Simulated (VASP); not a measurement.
These are PBEsol GGA, VASP's PBE PAW potentials (set 64) (plane waves; VASP) values and carry that method's errors.

Gaps are without spin-orbit coupling.

```json
{
 "volume_per_atom": "26.38 Å³/atom",
 "band gap (over mesh and band path)": "0.67 eV",
 "smallest direct gap (over mesh and band path)": "0.67 eV"
}
```

Task: Which relaxed crystal gives these values?
(A) SnO2, P4_2/mnm (136)
(B) K2S, Fm-3m (225)
(C) Cd2SeS, P3m1 (156)
(D) Mg2TeS, R3m (160)

Result: C, Cd2SeS, P3m1 (156)
